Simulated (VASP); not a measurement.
Level of theory: r2SCAN meta-GGA, VASP's PBE PAW potentials (set 64) (plane waves; VASP 6.6.1).

The input files of a VASP run:

### INCAR
```
# general
SYSTEM =BP
PREC   =Accurate
ENCUT  =520
LREAL  =.FALSE.
LASPH  =.TRUE.

# electronic loop
EDIFF  =1E-7   # SCF stop (eV)
NELM   =100
ALGO   =Normal   # blocked Davidson
LMIXTAU=.TRUE.

# smearing
ISMEAR =0
SIGMA  =0.05

# functional
METAGGA=R2SCAN

# ions
ISIF   =2   # forces and stress, cell fixed

# output
LWAVE  =.FALSE.
LCHARG =.FALSE.
```

File KPOINTS:
```
Automatic
0
Gamma
  10 10 10
```

POSCAR:
```
BP
1
    0.0000000000     2.2430973096     2.2430973096
    2.2430973096     0.0000000000     2.2430973096
    2.2430973096     2.2430973096     0.0000000000
B P
1 1
Direct
  0.0000000000   0.0000000000   0.0000000000
  0.2500000000   0.2500000000   0.2500000000
```

POTCAR, in this order: B P (PBE.64 set). Program: vasp_std.

### Question
Estimate the energy per atom (σ→0), pressure.

### Answer

- energy per atom (σ→0) = -8.650 eV/atom
- pressure = 5.50 GPa

### OSZICAR
```
...
DAV:  14    -0.172991553787E+02   -0.18792E-05   -0.10888E-05  1048   0.302E-02    0.243E-02
DAV:  15    -0.172992050090E+02   -0.49630E-04   -0.32248E-05  1048   0.622E-02    0.984E-03
DAV:  16    -0.172992256246E+02   -0.20616E-04   -0.96120E-06   784   0.348E-02    0.237E-03
DAV:  17    -0.172992247702E+02    0.85437E-06   -0.51356E-07   896   0.833E-03    0.772E-04
DAV:  18    -0.172992254900E+02   -0.71978E-06   -0.81779E-08   464   0.310E-03    0.640E-04
DAV:  19    -0.172992252288E+02    0.26119E-06   -0.19200E-08   376   0.141E-03    0.508E-04
DAV:  20    -0.172992253197E+02   -0.90943E-07   -0.35353E-09   376   0.479E-04
   1 F= -.17299225E+02 E0= -.17299225E+02  d E =-.106745E-17
```

The compound is BP in the zinc blende structure. This cell is one point of a volume scan, at 0.97 of the reference volume.
